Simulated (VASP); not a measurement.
Set up this calculation in VASP 6.6.1, as the native input.

| Property | Result |
| --- | --- |
| Task | relaxation of cell and atoms |
| Functional | PBE |
| Potentials or basis | VASP PAW PBE potentials, release 64 (Cd, Te) |
| Cutoff | 520 eV |
| k mesh | 6 × 6 × 6 |
| Occupations | gaussian, width 0.02 eV |
| Spin | no spin polarisation |
| Further INCAR settings | ALGO = Normal; EDIFF = 1e-07; IBRION = 2; EDIFFG = -0.002; NSW = 80; ISIF = 3 |

The structure of CdTe lies in POSCAR:

```
CdTe
1.0
    0.0000000000      3.2050000000      3.2050000000
    3.2050000000      0.0000000000      3.2050000000
    3.2050000000      3.2050000000      0.0000000000
Cd Te
1 1
Direct
    0.0000000000      0.0000000000      0.0000000000
    0.2500000000      0.2500000000      0.2500000000
```

One way to write it, as run:

INCAR

```
PREC = Accurate
ENCUT = 520
EDIFF = 1E-7
ISMEAR = 0
SIGMA = 0.02
LREAL = False
LASPH = True
NELM = 80
ALGO = Normal
ISIF = 3
LWAVE = False
LCHARG = False
GGA = PE
IBRION = 2
NSW = 80
EDIFFG = -0.002
```

KPOINTS

```
regular mesh
0
Gamma
  6 6 6
```

Potentials or basis: VASP PAW PBE potentials, release 64 (Cd, Te).

The run is started by

```bash
$ cat potpaw_PBE.64/Cd/POTCAR potpaw_PBE.64/Te/POTCAR > POTCAR
$ mpirun -np 1 vasp_std > vasp.out
```

Results of the run:

- Relaxed volume: 36.34 Å³/atom
- Relaxed cell: a = 4.684 Å, b = 4.684 Å, c = 4.684 Å, α = 60.00°, β = 60.00°, γ = 60.00°
- Space group after relaxing (to 0.05 Å): F-43m (No. 216)
- Energy gained by relaxing: 42.9 meV/atom
- Ionic steps: 5
- Pressure after relaxing: 0.0 GPa
- Band gap on the k mesh: 0.57 eV, direct

Caveat: spin-orbit coupling is left out, which moves the levels of the heavy elements; the volume moved by +10 % from the deposited cell, more than functionals usually miss.

Wall time 33 s on 1 thread of Intel(R) Xeon(R) 6975P-C (Granite Rapids), with other jobs on the host, peak memory 0.22 GiB.
